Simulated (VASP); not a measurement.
```
CELL_PARAMETERS angstrom
      1.61500    -2.79726     0.00000
      1.61500     2.79726     0.00000
      0.00000     0.00000     5.15000
ATOMIC_POSITIONS crystal
  Zr 0.33333 0.66667 0.25000
  Zr 0.66667 0.33333 0.75000
```

The base run (VASP): PBE GGA, plane waves, VASP's PBE PAW potentials (set 64). Run with 400 eV cut-off, 12×12×7 Γ-centred mesh, first-order Methfessel-Paxton smearing of 0.10 eV, potentials Zr_sv.

One setting is varied; ΔE counts from the base run. The base run took about 10 core-seconds. Costs are core time on shared hosts, one run each; read them as rough ratios.

Pressures at a finite cut-off, here 400 eV, hold a Pulay part, which wasn't tested here.

```tsv
setting	cost over the base run	electronic steps	ΔE (meV/atom)	pressure (GPa)
KPOINTS 3×3×2 Monkhorst-Pack mesh	about 1/5	12	-17.5	-0.50
KPOINTS 7×7×4 Monkhorst-Pack mesh	about 1/3	12	14.2	0.65
KPOINTS 9×9×5 Monkhorst-Pack mesh	within a factor of 2	12	-4.4	0.42
base run	reference	12	0.0	0.38
KPOINTS 10×10×6 Monkhorst-Pack mesh	within a factor of 2	12	-1.6	0.27
```

Left out are runs that failed, have no time on record or changed the cell.

The compound is Zr in the hcp structure. The cell was not relaxed at this level.
